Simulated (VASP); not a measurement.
Output of a VASP run:

File OSZICAR:
```
       N       E                     dE             d eps       ncg     rms          rms(c)
DAV:   1     0.387476324602E+03    0.38748E+03   -0.16505E+04  5768   0.164E+03
DAV:   2    -0.991415113933E+01   -0.39739E+03   -0.38643E+03  5976   0.550E+02
DAV:   3    -0.372787644955E+02   -0.27365E+02   -0.26383E+02  6976   0.137E+02
DAV:   4    -0.382793285600E+02   -0.10006E+01   -0.94078E+00  7264   0.218E+01
DAV:   5    -0.383033843548E+02   -0.24056E-01   -0.23892E-01  6768   0.311E+00    0.395E+01
DAV:   6    -0.354063856873E+02    0.28970E+01   -0.17758E+01  7576   0.302E+01    0.162E+01
DAV:   7    -0.351278869218E+02    0.27850E+00   -0.18955E+00  6664   0.106E+01    0.744E+00
DAV:   8    -0.350915240635E+02    0.36363E-01   -0.21592E-01  6704   0.419E+00    0.126E+00
DAV:   9    -0.350859065737E+02    0.56175E-02   -0.32295E-02  7208   0.135E+00    0.520E-01
DAV:  10    -0.350851447990E+02    0.76177E-03   -0.48897E-03  7552   0.652E-01    0.175E-01
DAV:  11    -0.350850161755E+02    0.12862E-03   -0.15436E-03  7624   0.329E-01    0.652E-02
DAV:  12    -0.350849940401E+02    0.22135E-04   -0.27635E-04  7648   0.112E-01    0.122E-02
DAV:  13    -0.350849928340E+02    0.12062E-05   -0.10612E-05  5968   0.253E-02    0.680E-03
DAV:  14    -0.350849923274E+02    0.50656E-06   -0.70494E-06  5784   0.167E-02
   1 F= -.35084992E+02 E0= -.35079741E+02  d E =-.105022E-01  mag=     0.0000    -0.0000    -0.0000
```

**OUTCAR**
```
------------------------ aborting loop because EDIFF is reached ----------------------------------------
  FORCE on cell =-STRESS in cart. coord.  units (eV):
  Direction    XX          YY          ZZ          XY          YZ          ZX
  --------------------------------------------------------------------------------------
  Total        4.5146898      4.5146885      4.0443602      0.0000009     -0.0000000      0.0000000
  in kB      202.2429814    202.2429211    181.1737902      0.0000396     -0.0000000      0.0000000
  external PRESSURE =     195.2198976 kB  Pullay stress =       0.0000000 kB
  volume of cell :       35.77
      direct lattice vectors                 reciprocal lattice vectors
     2.947235000  0.000000000  0.000000000     0.339301074  0.195895529  0.000000000
    -1.473617000  2.552380000  0.000000000     0.000000000  0.391791191  0.000000000
     0.000000000  0.000000000  4.754501000     0.000000000  0.000000000  0.210327014
 POSITION                                       TOTAL-FORCE (eV/Angst)
 -----------------------------------------------------------------------------------
      0.00000      0.00000      0.00000        -0.000000      0.000000      0.000000
     -0.00000      1.70159      1.19813        -0.000000      0.000000      2.279099
      1.47362      0.85079      3.55637         0.000000      0.000000     -2.279099
 -----------------------------------------------------------------------------------
    total drift:                               -0.000000      0.000000      0.000000
  FREE ENERGIE OF THE ION-ELECTRON SYSTEM (eV)
  ---------------------------------------------------
  free  energy   TOTEN  =       -35.0849923274 eV

  energy  without entropy=      -35.0744901326  energy(sigma->0) =      -35.07974123

 total charge

# of ion       s       p       d       tot
------------------------------------------
    1        1.256   2.533   0.000   3.789
    2        2.329   6.355   3.467  12.151
    3        2.329   6.355   3.467  12.151
--------------------------------------------------
tot          5.914  15.242   6.934  28.091

 magnetization (x)

# of ion       s       p       d       tot
------------------------------------------
    1        0.000   0.000   0.000   0.000
    2       -0.000  -0.000   0.000   0.000
    3        0.000  -0.000   0.000   0.000
--------------------------------------------------
tot          0.000  -0.000   0.000   0.000

 magnetization (y)

# of ion       s       p       d       tot
------------------------------------------
    1        0.000   0.000   0.000   0.000
    2        0.000   0.000  -0.000  -0.000
    3        0.000   0.000  -0.000  -0.000
--------------------------------------------------
tot          0.000   0.000  -0.000  -0.000

 magnetization (z)

# of ion       s       p       d       tot
------------------------------------------
    1        0.000   0.000   0.000   0.000
    2        0.000   0.000   0.000   0.000
    3        0.000   0.000   0.000   0.000
--------------------------------------------------
tot          0.000   0.000   0.000   0.000

 Ion:    1  E_soc:     -0.0004698

 Ion:    2  E_soc:     -1.5477070

 Ion:    3  E_soc:     -1.5477070
```
(Selected blocks of OUTCAR.)

### POSCAR
```
W2N
1
    2.9472350000     0.0000000000     0.0000000000
   -1.4736170000     2.5523800000     0.0000000000
    0.0000000000     0.0000000000     4.7545010000
N W
1 2
Direct
  0.0000000000   0.0000000000   0.0000000000
  0.3333330000   0.6666670000   0.2520000000
  0.6666670000   0.3333330000   0.7480000000
```

Write an INCAR and KPOINTS that could have produced this output.

Several could match; the one computed here: the input of the run itself, PBE GGA with spin-orbit coupling, plane waves, VASP's PBE PAW potentials (set 64).

### KPOINTS
```
Automatic mesh
0
Gamma
10 10 6
0 0 0
```

**INCAR**
```
SYSTEM = W2N
PREC = Accurate
ENCUT = 400
EDIFF = 1E-6
NELM = 100
ALGO = Normal
LREAL = .FALSE.
LASPH = .TRUE.
ISMEAR = 0
SIGMA = 0.1
GGA = PE
LMAXMIX = 6
LWAVE = .FALSE.
LCHARG = .FALSE.
ISIF = 2
LSORBIT = .TRUE.
LNONCOLLINEAR = .TRUE.
MAGMOM = 0.0 0.0 0.0 0.0 0.0 0.0 0.0 0.0 0.0
GGA_COMPAT = .FALSE.
LORBIT = 11
```

POTCAR, in this order: N W_sv (PBE.64 set). Program: vasp_ncl.

At this cut-off the stress carries a Pulay error, which pulls relaxed volumes low.

The structure was generated: W2N was put into an ordered model structure, which need not be its known phase. The cell was not relaxed at this level. The run is one of a series of settings (GGA_COMPAT = .FALSE., LNONCOLLINEAR = .TRUE., LSORBIT = .TRUE., MAGMOM = 0.0 0.0 0.0 0.0 0.0 0.0 0.0 0.0 0.0, program vasp_ncl against the base run), some of them coarse on purpose. VASP warned that the highest band is occupied, so more bands are needed.
